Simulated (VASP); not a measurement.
Consider the following.

```yaml
crystal:
  lattice:
    - [1.37823, -2.38716, 0.00000]
    - [1.37823, 2.38716, 0.00000]
    - [0.00000, 0.00000, 4.45935]
  atoms:
    - { symbol: Re, position: [0.33333, 0.66667, 0.25000] }
    - { symbol: Re, position: [0.66667, 0.33333, 0.75000] }
```

Level of theory: vdW-DF-cx, VASP's PBE PAW potentials (set 64) (plane waves; VASP 6.6.1). Run with 520 eV cut-off, Gaussian smearing of 0.050 eV, potentials Re.

Q: Give the energies of bands 1 to 10 at the high-symmetry points, in eV from the Fermi level.

A: 
```
band      Γ      M      K      A      L      H
----  -----  -----  -----  -----  -----  -----
1     -9.87  -5.97  -5.21  -7.52  -6.28  -4.54
2     -6.62  -5.83  -4.02  -7.52  -6.28  -4.54
3     -1.59  -5.24  -4.02  -2.38  -4.09  -3.71
4     -1.57  -1.92  -3.34  -2.38  -4.09  -3.71
5     -1.57  -1.69  -2.12  -1.70   0.42  -2.12
6     -0.74  -1.37  -2.12  -1.70   0.42  -2.12
7     -0.74  -0.60  -0.03  -1.70   0.97   0.08
8      0.21   4.01   3.05  -1.70   0.97   0.08
9      0.21   4.39   3.05   2.57   4.32   3.40
10     0.66   4.54   3.50   2.57   4.35   3.40
```

It has no gap at this level: it comes out as a metal or semimetal.

The compound is Re in the hcp structure. It was relaxed first.
